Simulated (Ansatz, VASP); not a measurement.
# MgO: VASP beside Ansatz, part 2 of 2

One calculation is typed for both programs; each brings its own data sets. How far apart do they land? The cell is taken from a series of VASP runs on this material, whose earlier steps may have relaxed, scaled or displaced it; both programs get it as it stands. Valence electrons are named where the data sets of a main pair hold unlike numbers.

VASP 6.6.1 and Ansatz 0.2.0.

So far: The structure; Ansatz: band structure, HSE06; VASP: band structure, HSE06.

## (3) VASP: band structure, HSE06 (continued)

Level of this step: HSE06; plane waves and PAW (Mg, O) (VASP).

Numbers of over 12 decimals in the logs are rounded to 6 here.

From OUTCAR (step 3):

```text
ion  position               nearest neighbor table
   1  0.000  0.000  0.000-   2 2.11   2 2.11   2 2.11   2 2.11   2 2.11   2 2.11
   2  0.500  0.500  0.500-   1 2.11   1 2.11   1 2.11   1 2.11   1 2.11   1 2.11

  LATTYP: Found a face centered cubic cell.
 ALAT       =     4.2104100000

 Subroutine GETGRP returns: Found 48 space group operations
 (whereof 48 operations were pure point group operations)

The static configuration has the point symmetry O_h .

 Found     16 irreducible k-points:

   k-points           NKPTS =     16   k-points in BZ     NKDIM =    216   number of bands    NBANDS=     10

   dimension x,y,z NGX =    24 NGY =   24 NGZ =   24
   dimension x,y,z NGXF=    48 NGYF=   48 NGZF=   48

   ENCUT  =  460.0 eV  33.81 Ry    5.81 a.u.   5.21  5.21  5.21*2*pi/ulx,y,z

   NELECT =       8.0000    total number of electrons

 k-points in reciprocal lattice and weights: Automatic mesh
   0.00000000  0.00000000  0.00000000       0.005
   0.16666667  0.00000000  0.00000000       0.037
   0.33333333  0.00000000  0.00000000       0.037
   0.50000000  0.00000000  0.00000000       0.019
   0.16666667  0.16666667  0.00000000       0.028
   0.33333333  0.16666667  0.00000000       0.111
   0.50000000  0.16666667  0.00000000       0.111
  -0.33333333  0.16666667  0.00000000       0.111
  -0.16666667  0.16666667  0.00000000       0.056
[...]
-0.33333333  0.33333333  0.16666667       0.111
  -0.33333333  0.50000000  0.16666667       0.056

  exchange ACFDT corr.  =         0.00000000  see jH, gK, PRB 81, 115126

 average (electrostatic) potential at core
       1 -30.7591       2 -63.4145

 E-fermi :   2.1638

 k-point     1 :       0.0000    0.0000    0.0000
  band No.  band energies     occupation
      1     -16.8948      2.00000
      2       1.9345      2.00000
      3       1.9345      2.00000
      4       1.9345      2.00000
      5       8.4109      0.00000
      6      19.7207      0.00000
      7      19.7207      0.00000
      8      19.7207      0.00000
      9      23.6498      0.00000
    ...

 k-point     2 :       0.1667    0.0000    0.0000
  band No.  band energies     occupation
      1     -16.5970      2.00000
      2       0.3680      2.00000
      3       1.7444      2.00000
      4       1.7444      2.00000
      5       9.8777      0.00000
      6      17.3684      0.00000
      7      20.3306      0.00000
      8      20.3306      0.00000
      9      24.3014      0.00000
    ...

 k-point     3 :       0.3333    0.0000    0.0000
  band No.  band energies     occupation
      1     -15.9288      2.00000
      2      -1.9728      2.00000
      3       1.3879      2.00000
      4       1.3879      2.00000
      5      11.4446      0.00000
      6      16.3839      0.00000
      7      20.5647      0.00000
      8      20.5647      0.00000
      9      25.0665      0.00000
    ...

  energy-cutoff  :      460.00
  volume of cell :       18.66
      direct lattice vectors                 reciprocal lattice vectors
     0.000000000  2.105205000  2.105205000    -0.237506561  0.237506561  0.237506561
     2.105205000  0.000000000  2.105205000     0.237506561 -0.237506561  0.237506561
     2.105205000  2.105205000  0.000000000     0.237506561  0.237506561 -0.237506561

 POSITION                                       TOTAL-FORCE (eV/Angst)
 -----------------------------------------------------------------------------------
      0.00000      0.00000      0.00000         0.000000      0.000000      0.000000
      2.10521      2.10521      2.10521        -0.000000     -0.000000     -0.000000
 -----------------------------------------------------------------------------------
    total drift:                               -0.000588     -0.000774     -0.000790

  FREE ENERGIE OF THE ION-ELECTRON SYSTEM (eV)
  ---------------------------------------------------
  free  energy   TOTEN  =       -14.2361038797 eV

  energy  without entropy=      -14.2361038797  energy(sigma->0) =      -14.23610388

 total charge
# of ion       s       p       d       tot
------------------------------------------
    1        0.144   0.178   0.078   0.400
    2        1.553   3.587   0.000   5.141
--------------------------------------------------
tot          1.698   3.765   0.078   5.540

[... 3 further parts left out ...]
```

The PAW data sets were made with PBE, which is usual practice but a small mismatch for other functionals.

## (4) Side by side

Known differences besides the potentials themselves: exact exchange at q = 0 is treated differently, which shows on coarse meshes; VASP keeps PBE cores, Ansatz makes them for the functional; the data sets hold 16 valence electrons in Ansatz (on its default PAW (the set named soft_2) files) and 8 in VASP; the cutoff is 420 eV in Ansatz and 460 eV in VASP; VASP takes a coarser grid for exact exchange (PRECFOCK = Fast). Total energies have different zeros and are not compared.

Compared:

```
                     quantity  Ansatz   VASP  difference
gap over the path points (eV)   6.519  6.476      +0.043
```

Levels at points of the path, from each program's valence-band top (eV; 3 filled, then empty):

```
k (reciprocal lattice)                         Ansatz                           VASP
     0.000 0.000 0.000      0.00 0.00 0.00 6.52 17.82      0.00 0.00 0.00 6.48 17.79
     0.500 0.000 0.500  -4.36 -1.46 -1.46 10.90 11.97  -4.39 -1.47 -1.47 10.88 11.89
     0.500 0.222 0.722  -3.38 -2.90 -1.88 13.31 14.07  -3.41 -2.92 -1.89 13.30 14.06
     0.403 0.347 0.750  -3.69 -2.88 -1.31 12.12 13.93  -3.72 -2.89 -1.32 12.09 13.86
     0.125 0.125 0.250   -1.94 -0.56 -0.20 8.59 14.85   -1.95 -0.57 -0.20 8.55 14.84
     0.278 0.278 0.278   -3.19 -0.43 -0.43 9.21 14.48   -3.20 -0.43 -0.43 9.18 14.47
     0.556 0.389 0.556  -4.52 -1.65 -0.88 10.94 14.62  -4.54 -1.66 -0.89 10.91 14.60
     0.583 0.250 0.667  -3.66 -2.87 -1.40 12.28 13.97  -3.69 -2.89 -1.41 12.25 13.90
     0.500 0.306 0.694  -3.52 -2.91 -1.59 13.13 13.89  -3.54 -2.93 -1.60 13.11 13.87
     0.486 0.486 0.528   -4.90 -0.78 -0.72 9.82 14.91   -4.91 -0.79 -0.73 9.79 14.89
```

Among the levels compared at these points, filled levels agree within 34 meV and empty ones within 87 meV.

## (5) Summary of results

- largest difference of a filled level at the path points (band structure, HSE06): 34 meV
- difference in gap over the path points (band structure, HSE06): 0.043 eV

The difference in gap over the path points is 0.043 eV (band structure, HSE06), within the 0.08 eV picked in this series as the mark of a large difference. The data sets hold unlike numbers of valence electrons (16 in Ansatz and 8 in VASP), so part of the differences comes from the potentials. Such differences can come from data sets, numerical settings and the points named under the comparisons, not from the functional's error against experiment.

[Lines on the potential files, build, host, timing and source positions are cut from VASP's logs without a mark.]

[Logs are printed without paths, hosts, clocks, repeated set-up lines and the standing remarks that a program may print on its own settings, such as how far it seeks lower states.]

[Hosts, paths, dates, database ids (printed as entryN), source tags and the programs' standing remarks are cut or masked in the printed files.]
